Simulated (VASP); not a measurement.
Data:

```
PtB
1.0
    2.77006     0.00000     0.00000
    0.00000     2.77006     0.00000
    0.00000     0.00000     2.77006
Pt B
1 1
Direct
  0.00000   0.00000   0.00000
  0.50000   0.50000   0.50000
```

These are PBEsol GGA, VASP's PBE PAW potentials (set 64) (plane waves; VASP) values and carry that method's errors. Run with 520 eV cut-off, 12×12×12 Γ-centred mesh, first-order Methfessel-Paxton smearing of 0.10 eV, potentials Pt B.

### Question
The ions, cell shape and volume are relaxed. Predict the relaxed structure.

### Answer

```
PtB
1.0
    2.78117     0.00000     0.00000
    0.00000     2.78117     0.00000
    0.00000     0.00000     2.78117
Pt B
1 1
Direct
  0.00000   0.00000   0.00000
  0.50000   0.50000   0.50000
```
Space group Pm-3m (221), at a tolerance of 0.03 Å.

### Question
How do energy and volume change from the first to the last step?

### Answer
The energy (σ→0) changes by -1.4 meV/atom and the volume by +1.2 %, in 3 ionic steps.

The structure was generated: BPt was put into the CsCl type (Pm-3m), which need not be its known phase. This run relaxes it. Symmetry was kept, so distortions that lower it aren't found. The electron count is odd and the run is not spin-polarised, which forces a metal.
